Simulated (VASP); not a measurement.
Calculation: PBE GGA, VASP's PBE PAW potentials (set 64) (plane waves; VASP).

Input for VASP

**POSCAR**
```
FePt
1
    2.7013247422     0.0000000000     0.0000000000
    0.0000000000     2.7013247422     0.0000000000
    0.0000000000     0.0000000000     3.7207545181
Fe Pt
1 1
Direct
  0.0000000000   0.0000000000   0.0000000000
  0.5000000000   0.5000000000   0.5000000000
```

### KPOINTS
```
kpoints
0
gamma
 13 13 10
0 0 0
```

INCAR:
```
! general
SYSTEM  = FePt
PREC    = Accurate
ENCUT   = 520   ! plane-wave cut-off (eV)
LREAL   = .False.   ! projection in real space or not
LASPH   = .True.   ! aspherical one-centre terms

! electronic loop
EDIFF   = 1E-7   ! SCF stop (eV)
NELM    = 100   ! most electronic steps
ALGO    = Normal
LMAXMIX = 6

! smearing
ISMEAR  = 1   ! Methfessel-Paxton
SIGMA   = 0.1   ! width (eV)

! functional
GGA     = PE   ! PBE

! spin
ISPIN   = 2   ! spin-polarised
MAGMOM  = 2.9 0.3

! ions
IBRION  = 2
NSW     = 30   ! most ionic steps
ISIF    = 4   ! ions and shape, fixed volume
EDIFFG  = -0.01   ! ionic stop

! output
LWAVE   = .False.
LCHARG  = .False.
LORBIT  = 10
```

POTCAR, in this order: Fe Pt (PBE.64 set). Program: vasp_std.

Unless said otherwise, spin-orbit coupling is left out, though it shifts the bands of the heavy elements here.

**Question.** Predict the energy per atom (σ→0), cell moment, band gap (on the k-mesh).

**Answer.** 
```json
{
 "energy per atom (σ→0)": "-7.396 eV/atom",
 "cell_moment": "3.22 μB",
 "band gap (on the k-mesh)": "none (metal, semimetal or under 0.01 eV)"
}
```

### OSZICAR
```
...
DAV:   1    -0.147922862037E+02   -0.24960E-03   -0.13520E-02 11291   0.946E-01    0.107E-01
DAV:   2    -0.147922627698E+02    0.23434E-04   -0.82840E-04 13535   0.716E-01    0.168E-01
DAV:   3    -0.147921032916E+02    0.15948E-03   -0.44579E-04 12903   0.582E-01    0.500E-02
DAV:   4    -0.147920749420E+02    0.28350E-04   -0.46564E-05 12871   0.702E-02    0.228E-02
DAV:   5    -0.147920732626E+02    0.16794E-05   -0.46383E-06 14255   0.439E-02    0.872E-03
DAV:   6    -0.147920729354E+02    0.32718E-06   -0.34501E-07 10689   0.610E-03    0.343E-03
DAV:   7    -0.147920729127E+02    0.22737E-07   -0.64720E-08  5643   0.367E-03
   3 F= -.14792073E+02 E0= -.14792031E+02  d E =-.313499E-03  mag=     3.2182
```

The compound is FePt in the L1_0 structure. This cell is one point of a volume scan, at 0.97 of the reference volume. Symmetry was kept, so distortions that lower it aren't found.
